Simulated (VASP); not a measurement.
Given:

```
CELL_PARAMETERS angstrom
      2.02772    -3.51212     0.00000
      2.02772     3.51212     0.00000
      0.00000     0.00000     5.06989
ATOMIC_POSITIONS crystal
  Te 0.33333 0.66667 0.26706
  Te 0.66667 0.33333 0.73294
  Pt 0.00000 0.00000 0.00000
```

Method: PBE GGA with D4 dispersion, VASP's PBE PAW potentials (set 64) (plane waves; VASP 6.6.1). Settings: 520 eV cut-off, Gaussian smearing of 0.050 eV, potentials Te Pt.

Unless said otherwise, spin-orbit coupling is left out, though it shifts the bands of the heavy elements here.

Q: What does the run give for the band gap (along the path) with the smallest direct gap where there is one?

A: 
```
Quantity                                                      Value
-------------------------  ----------------------------------------
band gap (along the path)  none (metal, semimetal or under 0.01 eV)
```

The compound is PtTe2 in the 1T layered structure. It was relaxed first.
